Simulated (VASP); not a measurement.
Level of theory: PBEsol GGA, VASP's PBE PAW potentials (set 64) (plane waves; VASP).

Input for VASP

POSCAR:
```
PbO
1
    4.1375020380    -0.0000000001     0.0000000000
   -2.0687510192     3.5831806759     0.0000000000
    0.0000000000     0.0000000000     5.2636228093
Pb O
2 2
Direct
  0.3333330000   0.6666670000   0.9626416059
  0.6666670000   0.3333330000   0.4626416059
  0.3333330000   0.6666670000   0.4123583941
  0.6666670000   0.3333330000   0.9123583941
```

KPOINTS:
```
K-points
0
gamma
6 6 4
0 0 0
```

**INCAR**
```
SYSTEM=PbO
PREC=Accurate; ENCUT=620; LREAL=.FALSE.
LASPH=.TRUE.
EDIFF=1E-6; NELM=100; ALGO=Normal
LMAXMIX=4
ISMEAR=0; SIGMA=0.05
GGA=PS
IBRION=2; NSW=40; ISIF=3
EDIFFG=-0.02; PSTRESS=100
LWAVE=.FALSE.; LCHARG=.FALSE.
```

POTCAR, in this order: Pb_d O (PBE.64 set). Program: vasp_std.

Energy and stress use the plane-wave basis of the starting cell. Unless said otherwise, spin-orbit coupling is left out, though it shifts the bands of the heavy elements here.

### Question
What does the run give for the energy per atom (σ→0), volume per atom, band gap (on the k-mesh)?

### Answer

```yaml
energy per atom (σ→0): -5.466 eV/atom
band gap (on the k-mesh): 1.13 eV
volume_per_atom: 18.49 Å³/atom
```

**OSZICAR**
```
...
DAV:   1    -0.218656533080E+02   -0.12576E-01   -0.87808E-02  1176   0.448E+00    0.288E-01
DAV:   2    -0.218638682311E+02    0.17851E-02   -0.89828E-03  1264   0.102E+00    0.855E-02
DAV:   3    -0.218636238018E+02    0.24443E-03   -0.99271E-04  1328   0.578E-01    0.358E-02
DAV:   4    -0.218635956573E+02    0.28144E-04   -0.25291E-04  1496   0.213E-01    0.834E-03
DAV:   5    -0.218635947607E+02    0.89657E-06   -0.13543E-05  1440   0.372E-02    0.374E-03
DAV:   6    -0.218635936639E+02    0.10968E-05   -0.23171E-06   800   0.268E-02    0.143E-03
DAV:   7    -0.218635935426E+02    0.12128E-06   -0.49545E-07   560   0.101E-02
  15 F= -.17247887E+02 E0= -.17247887E+02  d E =-.813240E-04
```

The structure was generated: PbO was put into the wurtzite type (P6_3mc), which need not be its known phase. This run relaxes it under an external pressure of 10 GPa. Symmetry was kept, so distortions that lower it aren't found.
